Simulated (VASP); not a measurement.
# BaP2Pb2 (I4/mmm) in VASP: a series of runs, part 2 of 2

VASP 6.6.1.

## (3) Single point, r2SCAN

The input, POSCAR:

```
BaP2Pb2
1.0
    0.0000000000      4.4096560000      0.0000000000
    4.4096560000      0.0000000000      0.0000000000
    2.2048280000      2.2048280000     -7.2568950000
Ba P Pb
1 2 2
Direct
    0.0000000000      0.0000000000      0.0000000000
    0.3607000000      0.3607000000      0.2786000000
    0.6393000000      0.6393000000      0.7214000000
    0.7500000000      0.2500000000      0.5000000000
    0.2500000000      0.7500000000      0.5000000000
```

The input, INCAR.step1:

```
PREC = Accurate ; ENCUT = 520
ISMEAR = -1 ; SIGMA = 0.005
LREAL = False ; LASPH = True
NELM = 80 ; NBANDS = 32
GGA = PE ; ALGO = Normal
EDIFF = 1E-4 ; LWAVE = True
LCHARG = False
```

The input, INCAR.step2:

```
PREC = Accurate ; ENCUT = 520
EDIFF = 1E-7 ; ISMEAR = -1
SIGMA = 0.005 ; LREAL = False
LASPH = True ; NELM = 80
ALGO = Normal ; ISIF = 2
LWAVE = False ; LCHARG = False
METAGGA = R2SCAN ; LMIXTAU = True
NBANDS = 32 ; ISTART = 1
```

The input, KPOINTS:

```
Automatic mesh
0
Gamma
  4 4 4
```

Potentials or basis: VASP PAW PBE potentials, release 64 (Ba_sv, P, Pb_d).

On the command line:

```
cat potpaw_PBE.64/Ba_sv/POTCAR potpaw_PBE.64/P/POTCAR potpaw_PBE.64/Pb_d/POTCAR > POTCAR
cp INCAR.step1 INCAR
mpirun -np 1 vasp_std > vasp.out
cp INCAR.step2 INCAR
mpirun -np 1 vasp_std > vasp.out
```

OUTCAR:

```text
PREC = Accurate
   ENCUT = 520
   EDIFF = 1E-7
   ISMEAR = -1
   LREAL = False
   LASPH = True
   NELM = 80
   ISIF = 2
   METAGGA = R2SCAN
   ISTART = 1

 ion  position               nearest neighbor table
   1  0.000  0.000  0.000-   3 3.72   3 3.72   3 3.72   2 3.72   3 3.72   2 3.72   2 3.72   2 3.72
                             5 4.25   4 4.25   5 4.25   4 4.25   4 4.25   5 4.25   5 4.25   4 4.25
   2  0.361  0.361  0.279-   4 2.73   5 2.73   5 2.73   4 2.73   1 3.72   1 3.72   1 3.72   1 3.72

   3  0.639  0.639  0.721-   5 2.73   4 2.73   4 2.73   5 2.73   1 3.72   1 3.72   1 3.72   1 3.72

   4  0.750  0.250  0.500-   2 2.73   2 2.73   3 2.73   3 2.73   5 3.12   5 3.12   5 3.12   5 3.12
                             1 4.25   1 4.25   1 4.25   1 4.25
   5  0.250  0.750  0.500-   2 2.73   2 2.73   3 2.73   3 2.73   4 3.12   4 3.12   4 3.12   4 3.12
                             1 4.25   1 4.25   1 4.25   1 4.25

  LATTYP: Found a body centered tetragonal cell.
 ALAT       =     4.4096560000
 C/A-ratio  =     3.2913655850

  Lattice vectors:

 A1 = (  -2.2048280000,   2.2048280000,   7.2568950000)
 A2 = (   2.2048280000,  -2.2048280000,   7.2568950000)
 A3 = (   2.2048280000,   2.2048280000,  -7.2568950000)

Analysis of symmetry for initial positions (statically):
=====================================================================
 Subroutine PRICEL returns:
 Original cell was already a primitive cell.

 Routine SETGRP: Setting up the symmetry group for a
 body centered tetragonal supercell.

 Subroutine GETGRP returns: Found 16 space group operations
 (whereof 16 operations were pure point group operations)
 out of a pool of 16 trial point group operations.

The static configuration has the point symmetry D_4h.

Analysis of symmetry for dynamics (positions and initial velocities):
=====================================================================
 Subroutine PRICEL returns:
 Original cell was already a primitive cell.

 Routine SETGRP: Setting up the symmetry group for a
 body centered tetragonal supercell.

 Subroutine GETGRP returns: Found 16 space group operations
 (whereof 16 operations were pure point group operations)
 out of a pool of 16 trial point group operations.

The dynamic configuration has the point symmetry D_4h.

 Subroutine INISYM returns: Found 16 space group operations
 (whereof 16 operations are pure point group operations),
 and found     1 'primitive' translations

----------------------------------------------------------------------------------------

                                     Primitive cell

  volume of cell :     141.1108

  direct lattice vectors                    reciprocal lattice vectors
     0.000000000  4.409656000  0.000000000     0.000000000  0.226775059  0.068899991
     4.409656000  0.000000000  0.000000000     0.226775059  0.000000000  0.068899991
     2.204828000  2.204828000 -7.256895000     0.000000000  0.000000000 -0.137799982

  length of vectors
     4.409656000  4.409656000  7.898421238     0.237010836  0.237010836  0.137799982

  position of ions in fractional coordinates (direct lattice)
     0.000000000  0.000000000  0.000000000
     0.360700000  0.360700000  0.278600000
     0.639300000  0.639300000  0.721400000
     0.750000000  0.250000000  0.500000000
     0.250000000  0.750000000  0.500000000
[... 42 lines left out ...]
 -0.250000  0.250000  0.000000      4.000000
  0.500000  0.500000  0.000000      2.000000
  0.000000  0.000000  0.250000      2.000000
  0.500000  0.000000  0.250000      4.000000
 -0.250000  0.000000  0.250000      8.000000
  0.500000  0.500000  0.250000      2.000000
 -0.250000 -0.250000  0.250000      4.000000
  0.000000  0.000000  0.500000      1.000000
   k-points           NKPTS =     13   k-points in BZ     NKDIM =     13   number of bands    NBANDS=     32
   number of dos      NEDOS =    301   number of ions     NIONS =      5
   total plane-waves  NPLWV =  77760
   dimension x,y,z NGX =    36 NGY =   36 NGZ =   60
   dimension x,y,z NGXF=    72 NGYF=   72 NGZF=  120
   ions per type =               1   2   2
   NGX,Y,Z   is equivalent  to a cutoff of  13.57, 13.57, 12.63 a.u.
   NGXF,Y,Z  is equivalent  to a cutoff of  27.14, 27.14, 25.26 a.u.
 SYSTEM =  unknown system
   PREC   = accura    normal or accurate (medium, high low for compatibility)
   ISTART =      1    job   : 0-new  1-cont  2-samecut
   ICHARG =      0    charge: 1-file 2-atom 10-const
   ISPIN  =      1    spin polarized calculation?
   LNONCOLLINEAR =      F non collinear calculations
   LSORBIT =      F    spin-orbit coupling
   LASPH  =      T    aspherical Exc in radial PAW
   ENCUT  =  520.0 eV  38.22 Ry    6.18 a.u.   8.20  8.20 14.69*2*pi/ulx,y,z
   NELM   =     80;   NELMIN=  2; NELMDL=  0     # of ELM steps
   EDIFF  = 0.1E-06   stopping-criterion for ELM
   LREAL  =      F    real-space projection
   EDIFFG = 0.1E-05   stopping-criterion for IOM
   NSW    =      0    number of steps for IOM
   IBRION =     -1    ionic relax: 0-MD 1-quasi-New 2-CG
   NFREE  =      0    steps in history (QN), initial steepest desc. (CG)
   ISIF   =      2    stress and relaxation
   ISYM   =      2    0-nonsym 1-usesym 2-fastsym
   POTIM  = 0.5000    time-step for ionic-motion
   TEBEG  =    0.0;   TEEND  =   0.0 temperature during run
   PSTRESS=    0.0 pullay stress
   NELECT =      48.0000    total number of electrons
   NUPDOWN=      -1.0000    fix difference up-down
   EMIN   =  10.00;   EMAX   =-10.00  energy-range for DOS
   EFERMI =   0.00;   METHOD = LEGACY
   ISMEAR =    -1;   SIGMA  =   0.01  broadening in eV -4-tet -1-fermi 0-gaus
   EFERMI_NEDOS =   21; number of points for ismear=-14 and -15
   IALGO  =     38    algorithm
   IMIX   =      4    mixing-type and parameters
     AMIX     =   0.40;   BMIX     =  1.00
     AMIX_MAG =   1.60;   BMIX_MAG =  1.00
  volume/ion in A,a.u.               =      28.22       190.45
  Fermi-wavevector in a.u.,A,eV,Ry     =   1.142795  2.159570 17.768955  1.305981
  Thomas-Fermi vector in A             =   2.279492
   LORBIT       =      0    0 simple, 1 ext, 2 COOP (PROOUT), +10 PAW based schemes
   METAGGA = R2SCAN    functional components
   LHFCALC =     F    Hartree Fock is set to
   AEXX    =    0.0000 exact exchange contribution
   IVDW    =     0    specifies the selected vdW correction
   LEPSILON=     F    determine dielectric tensor
   LRPA    =     F    only Hartree local field effects (RPA)
 non-spin polarized calculation
  energy-cutoff  :      520.00
  volume of cell :      141.11
 maximum number of plane-waves:      3818
 NGX is ok and might be reduce to    36
   NGX = 17   NGY = 17   NGZ = 29

 number of electron      47.9999996 magnetization

 Free energy of the ion-electron system (eV)
  ---------------------------------------------------
  ext. energy  EPLUGINS =         0.00000000
  ---------------------------------------------------
  free energy    TOTEN  =      -156.75488330 eV

  energy without entropy =     -156.75408245  energy(sigma->0) =     -156.75448287

 E-fermi :   6.3700     XC(G=0): -10.0496

 val. band max:        6.3649460879   @ k =   0.2500   0.2500   0.0000
 cond. band min:       6.3832469610   @ k =   0.0000   0.0000   0.2500
 fundamental gap:      0.0183008731
 Fermi energy:         6.3700075402

 k-point     1 :       0.0000    0.0000    0.0000
  band No.  band energies     occupation
      1     -23.8465      2.00000
      2     -12.4405      2.00000
      3     -12.3524      2.00000
      4     -12.0449      2.00000
      5     -11.9758      2.00000
      6     -11.9758      2.00000
[... 444 lines left out ...]
     31       9.4094      0.00000
     32       9.4094      0.00000

------------------------ aborting loop because EDIFF is reached ----------------------------------------

  FORCE on cell =-STRESS in cart. coord.  units (eV):
  Direction    XX          YY          ZZ          XY          YZ          ZX
  --------------------------------------------------------------------------------------
  -------------------------------------------------------------------------------------
  Total       11.5943962     11.5943962      6.1298608      0.0000000     -0.0000000      0.0000000
  in kB      131.6432080    131.6432080     69.5986693      0.0000000     -0.0000000      0.0000000
  external PRESSURE =     110.9616951 kB  Pullay stress =       0.0000000 kB

 VOLUME and BASIS-vectors are now :
 -----------------------------------------------------------------------------
  energy-cutoff  :      520.00
  volume of cell :      141.11
      direct lattice vectors                 reciprocal lattice vectors
     0.000000000  4.409656000  0.000000000     0.000000000  0.226775059  0.068899991
     4.409656000  0.000000000  0.000000000     0.226775059  0.000000000  0.068899991
     2.204828000  2.204828000 -7.256895000     0.000000000  0.000000000 -0.137799982

 POSITION                                       TOTAL-FORCE (eV/Angst)
 -----------------------------------------------------------------------------------
      0.00000      0.00000      0.00000         0.000000      0.000000      0.000000
      2.20483      2.20483     -2.02177        -0.000000     -0.000000      2.697938
      4.40966      4.40966     -5.23512         0.000000      0.000000     -2.697938
      2.20483      4.40966     -3.62845        -0.000000      0.000000      0.000000
      4.40966      2.20483     -3.62845        -0.000000     -0.000000     -0.000000
 -----------------------------------------------------------------------------------
    total drift:                               -0.000000      0.000000      0.000000

  FREE ENERGIE OF THE ION-ELECTRON SYSTEM (eV)
  ---------------------------------------------------
  free  energy   TOTEN  =      -156.7548832968 eV

  energy  without entropy=     -156.7540824527  energy(sigma->0) =     -156.75448287
```

It took 2.4 min on 1 thread of Intel Xeon 6975P-C (Granite Rapids), shared host; peak memory 0.32 GiB.

Results:

```yaml
Free_energy: -156.7549 eV
Pressure: 11.1 GPa
Largest_force: 2.698 eV/Å
Band_gap_on_the_k_mesh: none (metal or under the smearing width)
```

Forces in eV/Å, atoms in the order of the input:
```
Ba   0.000  0.000  0.000
P    0.000  0.000  2.698
P    0.000  0.000 -2.698
Pb   0.000  0.000  0.000
Pb   0.000  0.000  0.000
```

Levels at points of the mesh, in eV from the Fermi level:
| k point | band 20 | band 21 | band 22 | band 23 | band 24 | band 25 | band 26 | band 27 | band 28 | band 29 |
| --- | --- | --- | --- | --- | --- | --- | --- | --- | --- | --- |
| (0.00, 0.00, 0.00) | -4.89 | -2.03 | -2.03 | -1.81 | -1.50 | -0.40 | -0.28 | 1.70 | 1.82 | 1.82 |
| (0.50, 0.00, 0.00) | -3.30 | -3.21 | -3.06 | -2.01 | -1.83 | 0.53 | 1.18 | 1.86 | 2.31 | 2.32 |
| (0.50, 0.50, 0.00) | -4.75 | -4.49 | -4.45 | -0.66 | -0.37 | -0.15 | 1.29 | 2.79 | 3.04 | 4.19 |
| (0.00, 0.00, 0.50) | -4.83 | -3.41 | -2.12 | -2.12 | -1.09 | 0.06 | 0.78 | 0.93 | 2.02 | 2.02 |

Caveat: the k mesh is coarse (spacing up to 0.37 Å⁻¹), so the values aren't converged; the PAW data sets were made with another functional, which shifts forces and pressure a little. The run has no spin-orbit coupling, so splittings on Ba, Pb are missing.
